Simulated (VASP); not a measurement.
Shape and ions are relaxed at each volume.

Energy against volume of MgB2 (AlB2 type). Level of theory: PBE GGA with D4 dispersion, VASP's PBE PAW potentials (set 64) (plane waves; VASP).

```json
[
 {"V (Å³/atom)": "8.755", "E (eV/atom)": "-5.31011"},
 {"V (Å³/atom)": "9.035", "E (eV/atom)": "-5.32416"},
 {"V (Å³/atom)": "9.314", "E (eV/atom)": "-5.32905"},
 {"V (Å³/atom)": "9.593", "E (eV/atom)": "-5.32602"},
 {"V (Å³/atom)": "9.873", "E (eV/atom)": "-5.31603"}
]
```

Question: Fit a third-order Birch-Murnaghan equation of state.

Answer: 
```
Item                                            Result
---------------------------------------  -------------
volume per atom                          9.34 Å^3/atom
bulk modulus                                   150 GPa
pressure derivative of the bulk modulus           3.61
```

The compound is MgB2 in the AlB2 type structure. It was relaxed first.
